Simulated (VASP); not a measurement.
The cell holds one SnO (litharge) monolayer, with vacuum along c. Ionisation potential and electron affinity count from the cell's own band edges, surface states included.

Given:

```yaml
crystal:
  lattice:
    - [3.79179, 0.00000, 0.00000]
    - [0.00000, 3.79179, 0.00000]
    - [0.00000, 0.00000, 18.04967]
  atoms:
    - { symbol: Sn, position: [0.50000, 0.00000, 0.43488] }
    - { symbol: Sn, position: [0.00000, 0.50000, 0.56512] }
    - { symbol: O, position: [0.50000, 0.50000, 0.50000] }
    - { symbol: O, position: [0.00000, 0.00000, 0.50000] }
```

These are PBEsol GGA, VASP's PBE PAW potentials (set 64) (plane waves; VASP) values and carry that method's errors. Settings: 500 eV cut-off, 12×12×1 Γ-centred mesh, Gaussian smearing of 0.050 eV, potentials Sn_d O.

**Question.** Predict its energy to cut it from the bulk, per area, ionisation potential, electron affinity.

**Answer.** 
* **energy to cut it from the bulk, per area**: 23.1 meV/Å²
* **ionisation potential**: 5.49 eV
* **electron affinity**: 2.49 eV

The cell is a sheet with vacuum, built from SnO (litharge).
